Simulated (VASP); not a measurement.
Computed with r2SCAN meta-GGA, VASP's PBE PAW potentials (set 64) (plane waves; VASP).

Input for VASP

**KPOINTS**
```
Automatic mesh
0
Gamma
9 9 9
0 0 0
```

INCAR:
```
SIGMA = 0.1   ! width (eV)
LMIXTAU = .True.
ISIF = 2
ENCUT = 400
ISMEAR = 1
LWAVE = .False.
LREAL = .False.   ! projection in real space or not
LCHARG = .False.
EDIFFG = -0.001   ! ionic stop
IBRION = 1
METAGGA = R2SCAN
EDIFF = 1E-8   ! SCF stop (eV)
SYSTEM = HgTe
NSW = 30   ! most ionic steps
ALGO = Normal   ! blocked Davidson
LMAXMIX = 6   ! l cut-off of mixed one-centre charges
PREC = Accurate
NELM = 100   ! most electronic steps
LASPH = .True.   ! aspherical one-centre terms
```

**POSCAR**
```
HgTe
1
    0.0000000000     3.2868045970     3.2868045970
    3.2868045970    -0.0000000000     3.2868045970
    3.2868045970     3.2868045970    -0.0000000000
Hg Te
1 1
Direct
  0.0000000000   0.0000000000   0.0000000000
  0.2500000000   0.2500000000   0.2500000000
```

POTCAR, in this order: Hg Te (PBE.64 set). Program: vasp_std.

Unless said otherwise, spin-orbit coupling is left out, though it shifts the bands of the heavy elements here.

Question: What does the run give for the energy per atom (σ→0), band gap (on the k-mesh)?

Answer: 
The energy per atom (σ→0) is -37.582 eV/atom. The band gap (on the k-mesh) is none (metal, semimetal or under 0.01 eV).

**OSZICAR**
```
...
DAV:  20    -0.751629348149E+02   -0.69631E-06   -0.81167E-07   965   0.853E-03    0.110E-02
DAV:  21    -0.751629335207E+02    0.12942E-05   -0.12210E-06   920   0.116E-02    0.490E-03
DAV:  22    -0.751629341200E+02   -0.59929E-06   -0.13005E-07   960   0.397E-03    0.406E-03
DAV:  23    -0.751629356424E+02   -0.15224E-05   -0.56726E-07   915   0.766E-03    0.704E-04
DAV:  24    -0.751629357793E+02   -0.13694E-06   -0.17659E-07   940   0.364E-03    0.878E-04
DAV:  25    -0.751629357550E+02    0.24351E-07   -0.85699E-09   680   0.111E-03    0.880E-04
DAV:  26    -0.751629357613E+02   -0.63114E-08   -0.80432E-10   475   0.243E-04
   1 F= -.75162936E+02 E0= -.75163031E+02  d E =-.751629E+02
```

The structure comes from a computed database's HgTe entry (F-43m); how it stands against other phases isn't given here. It was relaxed first. The start is the result of an earlier pass.
